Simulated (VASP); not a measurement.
Data:

```xyz
2
Lattice="0.0000 3.2861 3.2861 3.2861 0.0000 3.2861 3.2861 3.2861 0.0000" Properties=species:S:1:pos:R:3 pbc="T T T"
Rb     6.5722     6.5722     6.5722
Cl     3.2861     3.2861     3.2861
```

Method: rev-vdW-DF2, VASP's PBE PAW potentials (set 64) (plane waves; VASP 6.6.1). Numerical set-up: 520 eV cut-off, Gaussian smearing of 0.050 eV, potentials Rb_sv Cl.

**Question.** Give the energies of bands 6 to 11 at the high-symmetry points, in eV from the valence-band maximum.

**Answer.** 
| band | Γ | X | U | L | W |
|---|---|---|---|---|---|
| 6 | 0.00 | -0.33 | -0.42 | -0.90 | -0.46 |
| 7 | 0.00 | -0.10 | -0.29 | -0.35 | -0.25 |
| 8 | 0.00 | -0.10 | -0.23 | -0.35 | -0.25 |
| 9 | 4.79 | 6.01 | 6.76 | 7.54 | 7.49 |
| 10 | 7.86 | 7.94 | 8.52 | 7.80 | 7.49 |
| 11 | 7.86 | 9.49 | 8.94 | 10.06 | 9.25 |

The gap is direct, 4.79 eV, from the valence maximum at Γ to the conduction minimum at Γ.

Measured: gap 8.50 eV (computed value off by -3.71 eV), as given by Aguado et al., (1998), arXiv:cond-mat/9809176.

The compound is RbCl in the rock salt structure. It was relaxed first.
